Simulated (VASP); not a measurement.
An input for Quantum ESPRESSO's pw.x (written as the equivalent of a VASP run, and not itself run):

```
&CONTROL
  calculation = 'scf'
  pseudo_dir = './pseudo'
  outdir = './out'
  tprnfor = .true.
  tstress = .false.
/
&SYSTEM
  ibrav = 0
  nat = 2
  ntyp = 2
  ecutwfc = 102
  occupations = 'smearing'
  smearing = 'gaussian'
  degauss = 0.000735
  input_dft = 'pbe0'
  nqx1 = 2
  nqx2 = 2
  nqx3 = 2
/
&ELECTRONS
  conv_thr = 7.3e-08
  electron_maxstep = 100
/
ATOMIC_SPECIES
  Cd 112.414 Cd.upf
  Se 78.971 Se.upf
CELL_PARAMETERS angstrom
     0.0000000    3.0128560    3.0128560
     3.0128560    0.0000000    3.0128560
     3.0128560    3.0128560    0.0000000
ATOMIC_POSITIONS crystal
  Cd   0.0000000  0.0000000  0.0000000
  Se   0.7500000  0.7500000  0.7500000
K_POINTS automatic
  2 2 2 0 0 0
```

**Question.** Translate this input to VASP (INCAR, KPOINTS, POSCAR, choice of POTCAR).

**Answer.** This is not unique; one that fits is 
File POSCAR:
```
CdSe
1
    0.0000000000     3.0128560000     3.0128560000
    3.0128560000     0.0000000000     3.0128560000
    3.0128560000     3.0128560000     0.0000000000
Cd Se
1 1
Direct
  0.0000000000   0.0000000000   0.0000000000
  0.7500000000   0.7500000000   0.7500000000
```

**INCAR**
```
AEXX  =  0.25
ALGO  =  Normal
EDIFF  =  1E-6
ENCUT  =  300
GGA  =  PE
HFRCUT  =  -1
ISIF  =  2
ISMEAR  =  0
ISYM  =  3
LASPH  =  .TRUE.
LCHARG  =  .FALSE.
LHFCALC  =  .TRUE.
LMAXMIX  =  4
LREAL  =  .FALSE.
LWAVE  =  .FALSE.
NELM  =  100
PREC  =  Accurate
PRECFOCK  =  Fast
SIGMA  =  0.01
SYSTEM  =  CdSe
```

**KPOINTS**
```
kpoints
0
Gamma
 2 2 2
0 0 0
```

POTCAR, in this order: Cd Se (PBE.64 set). Program: vasp_std.

Limits of the translation: the potentials are each code's own (VASP's PAW set, PseudoDojo norm-conserving files in pw.x), so ENCUT and ecutwfc are chosen apart and not converted; conv_thr bounds pw.x's estimated SCF error, while EDIFF bounds the energy change between steps; the singularity of exact exchange is treated differently by default.

The structure comes from a computed database's CdSe entry; how it stands against other phases isn't given here. The cell was not relaxed at this level. The k-mesh is coarse (spacing up to 0.90 per Å, 2π included), so the numbers may not be converged in it. The run is one of a series of settings (KPOINTS 2×2×2 Γ-centred mesh against the base run), some of them coarse on purpose.
